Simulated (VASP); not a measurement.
Data:

```
BaS
1.0
    0.00000     3.22498     3.22498
    3.22498     0.00000     3.22498
    3.22498     3.22498     0.00000
Ba S
1 1
Cartesian
  0.00000   0.00000   0.00000
  3.22498   3.22498   3.22498
```

All values below come from PW91 GGA, VASP's PBE PAW potentials (set 64) (plane waves; VASP). Run with 520 eV cut-off, Gaussian smearing of 0.050 eV, potentials Ba_sv S.

Unless said otherwise, spin-orbit coupling is left out, though it shifts the bands of the heavy elements here.

Give the energies of bands 6 to 11 at the high-symmetry points, in eV from the valence-band maximum.

```csv
band,Γ,X,U,L,W
6,0.00,-0.55,-0.93,-1.87,-1.07
7,0.00,-0.15,-0.59,-1.03,-0.50
8,0.00,-0.15,-0.56,-1.03,-0.50
9,3.46,2.14,3.28,5.43,4.25
10,3.85,5.84,5.86,5.60,4.25
11,3.85,5.84,6.42,6.17,6.13
```

The gap is indirect, 2.14 eV, from the valence maximum at Γ to the conduction minimum at X.

The compound is BaS in the rock salt structure. It was relaxed first.
